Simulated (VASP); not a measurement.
These are PBE GGA, VASP's PBE PAW potentials (set 64) (plane waves; VASP) values and carry that method's errors.

Input for VASP

KPOINTS:
```
Regular mesh
0
G
11 11 11
0 0 0
```

POSCAR:
```
In
1
   -1.6199570000     1.6199570000     2.4779430000
    1.6199570000    -1.6199570000     2.4779430000
    1.6199570000     1.6199570000    -2.4779430000
In
1
Direct
  0.0000000000   0.0000000000   0.0000000000
```

**INCAR**
```
# general
SYSTEM  = In
PREC    = Accurate
ENCUT   = 300
LREAL   = F
LASPH   = T
NBANDS  = 71

# electronic loop
EDIFF   = 1E-6
NELM    = 100
ALGO    = Normal
LMAXMIX = 4

# smearing
ISMEAR  = 0
SIGMA   = 0.272

# functional
GGA     = PE

# ions
ISIF    = 2

# output
LWAVE   = F
LCHARG  = F
```

POTCAR, in this order: In_d (PBE.64 set). Program: vasp_std.

Output

**OSZICAR**
```
       N       E                     dE             d eps       ncg     rms          rms(c)
DAV:   1     0.822535542552E+02    0.82254E+02   -0.15142E+03 23871   0.160E+02
DAV:   2     0.355368217443E+01   -0.78700E+02   -0.72272E+02 19425   0.706E+01
DAV:   3    -0.254123642179E+01   -0.60949E+01   -0.60424E+01 20998   0.151E+01
DAV:   4    -0.258367645283E+01   -0.42440E-01   -0.42434E-01 20461   0.131E+00
DAV:   5    -0.258369643743E+01   -0.19985E-04   -0.19984E-04 20241   0.273E-02    0.232E+00
DAV:   6    -0.256154262629E+01    0.22154E-01   -0.60142E-03 22427   0.599E-01    0.114E+00
DAV:   7    -0.255630995408E+01    0.52327E-02   -0.20006E-03 25344   0.318E-01    0.264E-01
DAV:   8    -0.255591019636E+01    0.39976E-03   -0.24306E-04 20395   0.634E-02    0.261E-02
DAV:   9    -0.255591382743E+01   -0.36311E-05   -0.18995E-06 20441   0.474E-03    0.111E-02
DAV:  10    -0.255591479440E+01   -0.96697E-06   -0.55167E-07 20435   0.240E-03
   1 F= -.25559148E+01 E0= -.25468980E+01  d E =-.180336E-01
```

### OUTCAR
```
------------------------ aborting loop because EDIFF is reached ----------------------------------------
  FORCE on cell =-STRESS in cart. coord.  units (eV):
  Direction    XX          YY          ZZ          XY          YZ          ZX
  --------------------------------------------------------------------------------------
  Total        0.3258417      0.3258417      0.2285290      0.0000000      0.0000000      0.0000000
  in kB       20.0705332     20.0705332     14.0764687      0.0000000      0.0000000      0.0000000
  external PRESSURE =      18.0725117 kB  Pullay stress =       0.0000000 kB
  volume of cell :       26.01
      direct lattice vectors                 reciprocal lattice vectors
    -1.619957000  1.619957000  2.477943000     0.000000000  0.308650168  0.201780267
     1.619957000 -1.619957000  2.477943000     0.308650168  0.000000000  0.201780267
     1.619957000  1.619957000 -2.477943000     0.308650168  0.308650168  0.000000000
 POSITION                                       TOTAL-FORCE (eV/Angst)
 -----------------------------------------------------------------------------------
      0.00000      0.00000      0.00000        -0.000000      0.000000      0.000000
 -----------------------------------------------------------------------------------
    total drift:                                0.000000     -0.000000      0.000000
  FREE ENERGIE OF THE ION-ELECTRON SYSTEM (eV)
  ---------------------------------------------------
  free  energy   TOTEN  =        -2.5559147944 eV

  energy  without entropy=       -2.5378812002  energy(sigma->0) =       -2.54689800
```
(Selected blocks of OUTCAR.)

At this cut-off the stress carries a Pulay error, which pulls relaxed volumes low.

The structure comes from a computed database's In entry; how it stands against other phases isn't given here. The cell was not relaxed at this level. The run is one of a series of settings (NBANDS = 71 against the base run), some of them coarse on purpose.
